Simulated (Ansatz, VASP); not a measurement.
# HfO2: VASP beside Ansatz, part 3 of 3

Aim: how closely do two programs agree when they are given the same cell, functional and k mesh? The cell is taken from a series of runs on this material, whose earlier steps may have relaxed, scaled, displaced or heated it; both programs get it as it stands.

VASP 6.6.1 and Ansatz 0.2.0.

So far: Set-up; VASP: zone-centre phonons, LDA.

### Step 3. Ansatz: zone-centre phonons, LDA

Level of this step: Ansatz beside VASP: Kohn-Sham DFT, plane waves, LDA (Ansatz).

Ansatz runs on its PAW soft_1 files.

The same cell, functional (in two slightly different forms) and mesh now go to Ansatz, which takes its cutoff from its data sets.

input.yaml reads:

```yaml
crystal:
  lattice:
    - [5.1486884, 0.0, -0.0257452106]
    - [0.0, 5.2434443621, 0.0]
    - [-0.8902449757, 0.0, 5.0581544497]
  atoms:
    - { symbol: O, position: [0.4509217965, 0.7581210372, 0.4821679635] }
    - { symbol: O, position: [0.5490782035, 0.2581210372, 0.0178320365] }
    - { symbol: O, position: [0.5490782035, 0.2418789628, 0.5178320365] }
    - { symbol: O, position: [0.4509217965, 0.7418789628, 0.9821679635] }
    - { symbol: O, position: [0.0723465822, 0.3445260882, 0.3319325765] }
    - { symbol: O, position: [0.9276534178, 0.8445260882, 0.1680674235] }
    - { symbol: O, position: [0.9276534178, 0.6554739118, 0.6680674235] }
    - { symbol: O, position: [0.0723465822, 0.1554739118, 0.8319325765] }
    - { symbol: Hf, position: [0.2761178622, 0.0430308377, 0.2077123569] }
    - { symbol: Hf, position: [0.7238821378, 0.5430308377, 0.2922876431] }
    - { symbol: Hf, position: [0.7238821378, 0.9569691623, 0.7922876431] }
    - { symbol: Hf, position: [0.2761178622, 0.4569691623, 0.7077123569] }
kpoints:
  mp_grid: { grid: [4, 4, 4] }
hamiltonian:
  xc: lda
  pseudopotentials: { kind: paw, azcp: { folder: soft_1 }, xc_functional: pbe }
scf:
  occupations: { method: fixed }
output:
  eigenvalues: true
phonons:
  method: dfpt
  dielectric: true
  rigid_motions: translations
```

On the command line:

```
$ ansatz run input.yaml --threads 8 --pin off --max-ram 20480MiB --backend cpu --events-out ev --progress --plain --runs-dir out
```

Numbers of over 12 decimals in the logs are rounded to 6 here.

Output:

```text
Engine: ansatz 0.2.0, aarch64-unknown-linux-gnu
Pseudopotentials: kind: paw
Pseudopotential: O, paw, valence charge 6, recommended cutoff 420 eV (normal), soft_1/O.paw.azcp
Pseudopotential: Hf, paw, valence charge 26, recommended cutoff 420 eV (normal), soft_1/Hf.paw.azcp
Functional definition: SPW92
  exchange = slater_x
  correlation = pw_c
Crystal: 12 atoms, lattice volume = 136.434 Å³
Basis set: ecut = 420 eV, 2683 PW (Γ), exchange–correlation on 72×72×72 points (8 copies of the dense FFT grid, shifted against one another)
Bands: 92, of which v1, the nominal top of the filled ones, is band 76 counted from 1 (75 counted from 0)
Symmetry: 4 space group operations
k-points: 36 of 64 (irreducible under 1 space group operation, time reversal used)
Non-local potential: O, projectors of the file, l = 0: 2, l = 1: 2, l = 2: 1
Non-local potential: Hf, projectors of the file, l = 0: 3, l = 1: 2, l = 2: 2, l = 3: 3
PAW form: soft (Blöchl's): semilocal exchange-correlation on the pseudo side does not see the compensation charge
PAW frozen core: O, regenerated for the run's functional, and the local potential with it (the file was generated under x = pbe(κ = 0.804, μ = 0.219515), c = pbe(β = 0.066725))
PAW frozen core: Hf, regenerated for the run's functional, and the local potential with it (the file was generated under x = pbe(κ = 0.804, μ = 0.219515), c = pbe(β = 0.066725))
PAW one-centre angular grid: O, 110 points (default); XC on 64 Gauss nodes
PAW one-centre angular grid: Hf, 590 points (default); XC on 64 Gauss nodes
Initial density: superposition of atomic densities (chi_scale 0.1, normalization cell, long waves kept (reshape's long-wave potential 0.02 eV rms))
Initial wavefunctions: pseudopotential atomic-orbital guess
Functional: x = slater, c = lda
SCF iter   1: F=—  HF=-66378.539221 eV  |F-HF|=—  |Δ(HF+E_count)|=         —  Δρ=9.37e-2  dr2=1.01e1  ethr=3.10e-3  ⟨swp⟩=4.2  Hψ=9355  notcnv=0  defer=433
preconditioner: auto → Resta (q_TF=auto, 2.778 Å⁻¹)  ε∞=4.9  [insulator: Δε(μ)=2.952 eV  Ē_g=19.226 eV  n_scr=52 (ndim 8)  ℏωp=38.1 eV  f_vac=0.005  ε∞_Penn≈4.9]
SCF iter   2: F=—  HF=-66376.011658 eV  |F-HF|=—  |Δ(HF+E_count)|=    2.53e0  Δρ=4.12e-2  dr2=2.24e0  ethr=3.10e-3  ⟨swp⟩=2.4  Hψ=6657  notcnv=0  defer=452
SCF iter   3: F=—  HF=-66375.278180 eV  |F-HF|=—  |Δ(HF+E_count)|=   7.33e-1  Δρ=2.22e-2  dr2=7.06e-1  ethr=1.47e-3  ⟨swp⟩=2.0  Hψ=5019  notcnv=0  defer=498
SCF iter   4: F=—  HF=-66375.064760 eV  |F-HF|=—  |Δ(HF+E_count)|=   2.13e-1  Δρ=7.89e-3  dr2=5.96e-2  ethr=4.64e-4  ⟨swp⟩=2.9  Hψ=5840  notcnv=0  defer=499
SCF iter   5: F=—  HF=-66375.082886 eV  |F-HF|=—  |Δ(HF+E_count)|=   1.81e-2  Δρ=3.91e-3  dr2=2.13e-2  ethr=3.92e-5  ⟨swp⟩=2.0  Hψ=5406  notcnv=0  defer=504
SCF iter   6: F=—  HF=-66375.069555 eV  |F-HF|=—  |Δ(HF+E_count)|=   1.33e-2  Δρ=7.95e-4  dr2=8.14e-4  ethr=1.40e-5  ⟨swp⟩=2.0  Hψ=5776  notcnv=0  defer=504
SCF iter   7: F=—  HF=-66375.070532 eV  |F-HF|=—  |Δ(HF+E_count)|=   9.77e-4  Δρ=4.69e-4  dr2=2.53e-4  ethr=5.35e-7  ⟨swp⟩=2.0  Hψ=5751  notcnv=0  defer=501
SCF iter   8: F=—  HF=-66375.070488 eV  |F-HF|=—  |Δ(HF+E_count)|=   4.38e-5  Δρ=1.48e-4  dr2=2.23e-5  ethr=1.66e-7  ⟨swp⟩=2.0  Hψ=5678  notcnv=0  defer=370
SCF iter   9: F=—  HF=-66375.070480 eV  |F-HF|=—  |Δ(HF+E_count)|=   8.06e-6  Δρ=7.11e-5  dr2=6.23e-6  ethr=1.47e-8  ⟨swp⟩=2.0  Hψ=5119  notcnv=0  defer=370
SCF iter  10: F=—  HF=-66375.070482 eV  |F-HF|=—  |Δ(HF+E_count)|=   2.33e-6  Δρ=1.40e-5  dr2=2.82e-7  ethr=4.10e-9  ⟨swp⟩=1.9  Hψ=4385  notcnv=0  defer=370
SCF iter  11: F=—  HF=-66375.070482 eV  |F-HF|=—  |Δ(HF+E_count)|=   1.14e-8  Δρ=2.50e-6  dr2=1.04e-8  ethr=1.85e-10  ⟨swp⟩=2.1  Hψ=5025  notcnv=0  defer=370
SCF iter  12: F=—  HF=-66375.070482 eV  |F-HF|=—  |Δ(HF+E_count)|=   1.11e-9  Δρ=9.21e-7  dr2=1.03e-9  ethr=6.87e-12  ⟨swp⟩=2.1  Hψ=5108  notcnv=0  defer=370
SCF iter  13: F=—  HF=-66375.070482 eV  |F-HF|=—  |Δ(HF+E_count)|=  4.37e-11  Δρ=4.12e-7  dr2=1.89e-10  ethr=1.00e-12  ⟨swp⟩=2.0  Hψ=5216  notcnv=0  defer=370
SCF iter  14: F=-66375.070482 eV  HF=-66375.070482 eV  |F-HF|=2.91e-11  |Δ(HF+E_count)|=  1.75e-10  Δρ=1.89e-7  dr2=2.89e-11  ethr=1.00e-12  ⟨swp⟩=15.1  Hψ=24245  notcnv=0
SCF 1 converged in 14 iterations: F = -66375.070482 eV  dr2 = 2.89e-11
  greatest PAW one-centre occupation: 0.999 electrons in one spin orbital (limit 2), on the Hf atom at site 10 (counted from 0), in its partial waves of l = 3
NSCF: frozen V_eff on 2 k-points
NSCF: frozen V_eff on 30 k-points
[...]
--- Phonons (Γ-DFPT): 9 representative perturbations + reference (Σ response iterations 60) ---
  k mesh reduced under 1 symmetry operation, with k and −k counted as one. Each operation leaves every solved perturbation unchanged. A smaller set is not considered because the run solves the response to a homogeneous field
  ASR residual: 6.784e-5 → 0.000e0 eV/Å²; symmetrization residual: 2.781e-6 eV/Å²
  ASR residual per site (eV/Å²): 6.78e-5 6.78e-5 6.78e-5 6.78e-5 3.86e-5 3.86e-5 3.86e-5 3.86e-5 1.51e-5 1.51e-5 1.51e-5 1.51e-5
  Γ frequencies (cm⁻¹): 0.00 0.00 0.00 124.77 126.93 128.39 137.91 157.48 159.26 175.05 215.72 236.84 250.10 257.47 264.32 301.14 319.68 333.09 340.53 341.61 370.77 382.49 384.29 387.72 486.27 497.10 497.70 505.90 534.46 554.90 571.85 609.70 625.36 650.31 704.74 732.88
  ε∞ (high-frequency dielectric tensor):
        5.094182     0.000000     0.207820
        0.000000     5.112680     0.000000
        0.207820     0.000000     4.743764
  ε⁰ (static dielectric tensor: ions relaxed, cell fixed):
       21.943559     0.000000     1.124110
        0.000000    19.754151    -0.000000
        1.124110    -0.000000    15.181408
  ε⁰ − ε∞ (ionic part):
       16.849376     0.000000     0.916290
        0.000000    14.641471    -0.000000
        0.916290    -0.000000    10.437644
  softest optical mode at Γ: 124.77 cm⁻¹; the repairs (sum rule, projections) moved no ω² at Γ by more than (1.72 cm⁻¹)²
  Born effective charges Z* (e; rows j = field, columns β = displacement):
    site 0:
        -2.41351    0.10986   -0.05165
         0.16302   -2.75874    0.31164
        -0.09085    0.38514   -2.48612
    site 1:
        -2.41351   -0.10986   -0.05165
        -0.16302   -2.75874   -0.31164
        -0.09085   -0.38514   -2.48612
    site 2:
        -2.41351    0.10986   -0.05165
         0.16302   -2.75874    0.31164
        -0.09085    0.38514   -2.48612
    site 3:
        -2.41351   -0.10986   -0.05165
        -0.16302   -2.75874   -0.31164
        -0.09085   -0.38514   -2.48612
    site 4:
        -2.96322    1.02275   -0.26795
         1.29125   -2.57307   -0.62443
        -0.23296   -0.63016   -2.25440
    site 5:
[...]
site 6:
[...]
site 7:
[...]
site 8:
[...]
site 9:
[...]
site 10:
[...]
site 11:
[...]
Z* charge neutrality: 6.008e-3 e pre-enforcement
  solved inside a basis spanned on kpoints, on 6×6×6 k-points, taken by the longest dipole's decay: ε∞ is read to err by 1.4e-2, Z* by 1.5e-1 e (field_mesh: kpoints solves on kpoints); Z* is corrected for what the basis lacks
  optical modes at Γ without the LO–TO term, one row a degenerate level:
      ω (cm⁻¹)  modes    IR ((D/Å)²/amu)
[...]
optical modes at Γ + LO–TO along q̂ = [1.0000, 0.0000, 0.0000]:
      ω (cm⁻¹)  modes    IR ((D/Å)²/amu)
[...]
optical modes at Γ + LO–TO along q̂ = [0.0000, 1.0000, 0.0000]:
      ω (cm⁻¹)  modes    IR ((D/Å)²/amu)
[...]
optical modes at Γ + LO–TO along q̂ = [0.0000, 0.0000, 1.0000]:
      ω (cm⁻¹)  modes    IR ((D/Å)²/amu)
[...]
554.90      1             0.0000
        571.85      1             8.0442
        609.70      1             0.0000
        625.36      1             0.0000
        630.51      1            76.0855
        650.31      1             0.0680
        706.47      1            14.0334
        732.88      1             0.0000
```

### Step 4. Differences

Known differences besides the potentials themselves: the two LDA forms differ slightly; fixed occupations in Ansatz, narrow Gaussian smearing in VASP; the data sets hold 152 valence electrons in Ansatz (on its PAW soft_1 files) and 88 in VASP; the cutoff is 420 eV in Ansatz and 600 eV in VASP; VASP's log shows a relativistic correction to its local exchange, Ansatz's none. Total energies have different zeros and are not compared.

Both answers:

```csv
quantity,Ansatz,VASP,difference
ε∞ xx,5.09,5.04,+1.05 %
ε∞ yy,5.11,5.06,+1.05 %
ε∞ zz,4.74,4.70,+0.92 %
Born charge of O1 (mean of the diagonal) (e),-2.55,-2.54,-0.01
Born charge of Hf9 (mean of the diagonal) (e),5.15,5.12,+0.03
optical mode 1 (cm⁻¹),124.8,125.2,-0.32 %
optical mode 2 (cm⁻¹),126.9,127.4,-0.34 %
optical mode 3 (cm⁻¹),128.4,128.6,-0.13 %
optical mode 4 (cm⁻¹),137.9,138.7,-0.58 %
optical mode 5 (cm⁻¹),157.5,159.2,-1.09 %
optical mode 6 (cm⁻¹),159.3,164.4,-3.15 %
optical mode 7 (cm⁻¹),175.1,174.3,+0.41 %
optical mode 8 (cm⁻¹),215.7,215.4,+0.16 %
optical mode 9 (cm⁻¹),236.8,236.3,+0.24 %
optical mode 10 (cm⁻¹),250.1,249.7,+0.16 %
optical mode 11 (cm⁻¹),257.5,259.2,-0.66 %
optical mode 12 (cm⁻¹),264.3,269.7,-1.98 %
optical mode 13 (cm⁻¹),301.1,299.3,+0.61 %
optical mode 14 (cm⁻¹),319.7,315.6,+1.31 %
optical mode 15 (cm⁻¹),333.1,337.1,-1.19 %
optical mode 16 (cm⁻¹),340.5,338.3,+0.66 %
optical mode 17 (cm⁻¹),341.6,338.4,+0.95 %
optical mode 18 (cm⁻¹),370.8,366.0,+1.30 %
optical mode 19 (cm⁻¹),382.5,380.1,+0.64 %
optical mode 20 (cm⁻¹),384.3,383.0,+0.33 %
optical mode 21 (cm⁻¹),387.7,385.5,+0.58 %
```

Modes are paired by rising frequency, not by their patterns, so a pair may set unlike modes beside each other; they are those without the splitting of longitudinal modes.

### Step 5. Summary of results

```
r.m.s. difference of the optical zone-centre modes, each program's sorted by frequency (zone-centre phonons, LDA) : 2.3 cm⁻¹
difference in optical mode 6 (zone-centre phonons, LDA)                                                           : -3.2 %
```

**Reading.** The r.m.s. difference of the optical zone-centre modes, each program's sorted by frequency is 2.3 cm⁻¹ (zone-centre phonons, LDA). The data sets hold unlike numbers of valence electrons (152 in Ansatz and 88 in VASP), so part of the differences comes from the potentials. Among the rows given in per cent, the largest difference of the zone-centre phonons, LDA pair is in optical mode 6, -3.2 %. How closely two codes agree says nothing of how well the functional describes the real material.

[Lines on the potential files, build, host, timing and source positions are cut from VASP's logs without a mark.]

[Logs are printed without paths, hosts, clocks, repeated set-up lines and the standing remarks that a program may print on its own settings, such as how far it seeks lower states.]

[Hosts, paths, dates, database ids (printed as entryN), source tags and the programs' standing remarks are cut or masked in the printed files.]
